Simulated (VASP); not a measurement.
Wanted: the native input for a VASP 6.6.1 run.

| Quantity | Value |
| --- | --- |
| Task | single point |
| Functional | LDA |
| Potentials or basis | VASP PAW LDA potentials, release 64 (Os, F) |
| Cutoff | 520 eV |
| k mesh | 10 × 7 × 1 |
| Occupations | gaussian, width 0.1 eV |
| Spin | no spin polarisation |
| Dipole correction | yes |
| Further INCAR settings | ALGO = Fast; EDIFF = 1e-06; NBANDS = 28 |

The structure of Os4F lies in POSCAR:

```
Os4F
1.0
    2.6886344692      0.0000000000      0.0000000000
    0.0000000000      3.8023033306      0.0000000000
    0.0000000000      0.0000000000     20.8491122169
Os F
4 1
Direct
    0.5000000000      0.5000000000      0.1918546919
    0.0000000000      0.0000000000      0.2563330840
    0.5000000000      0.5000000000      0.3210178915
    0.0000000000      0.0000000000      0.3764722514
    0.1250000000      0.1250000000      0.4805534218
```

The cell isn't the ideal one: F at 1/8 of the diagonal of the surface cell, 2.17 Å above the top plane.

The input as run:

INCAR

```
PREC = Accurate
ENCUT = 520
EDIFF = 1E-6
ISMEAR = 0
SIGMA = 0.1
LREAL = F
LASPH = T
NELM = 100
ALGO = Fast
ISIF = 2
LWAVE = F
LCHARG = F
LDIPOL = T
IDIPOL = 3
DIPOL = 0.5 0.5 0.325
GGA = CA
NBANDS = 28
```

KPOINTS

```
regular mesh
0
Gamma
  10 7 1
```

Potentials or basis: VASP PAW LDA potentials, release 64 (Os, F).

Run with:

```sh
$ cat potpaw_LDA.64/Os/POTCAR potpaw_LDA.64/F/POTCAR > POTCAR
$ mpirun -np 1 vasp_std > vasp.out
```

Results of the run:

```json
{
 "Largest force": "5.030 eV/Å",
 "Band gap on the k mesh": "none (metal or under the smearing width)"
}
```

Caveat: an odd number of electrons without spin polarisation forces a metal; a magnetic or distorted state may lie lower.

Run time: 6.5 min on 1 thread of AMD EPYC 9R45 96-Core Processor (Zen 5) (shared host), peak memory 0.31 GiB.
